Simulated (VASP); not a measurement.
```yaml
crystal:
  lattice:
    - [4.24817, 0.00000, 0.00000]
    - [0.00000, 4.24817, 0.00000]
    - [0.00000, 0.00000, 4.24817]
  atoms:
    - { symbol: Cs, position: [0.00000, 0.00000, 0.00000] }
    - { symbol: Br, position: [0.50000, 0.50000, 0.50000] }
```

The numbers are results of PBEsol GGA, VASP's PBE PAW potentials (set 64) (plane waves; VASP), not measurements. Settings: 480 eV cut-off, 6×6×6 Γ-centred mesh, Gaussian smearing of 0.050 eV, potentials Cs_sv Br.

Unless said otherwise, spin-orbit coupling is left out, though it shifts the bands of the heavy elements here.

Q: What does the run give for the energy per atom (σ→0), band gap (on the k-mesh) with the smallest direct gap where there is one?

A: 
```
Property                                     Result
-----------------------------------  --------------
band gap (on the k-mesh)                    4.42 eV
smallest direct gap (on the k-mesh)         4.42 eV
energy per atom (σ→0)                -3.174 eV/atom
```

The absolute energy has meaning only against runs of the same code, potentials and settings.

The compound is CsBr in the CsCl type structure. It was relaxed first.
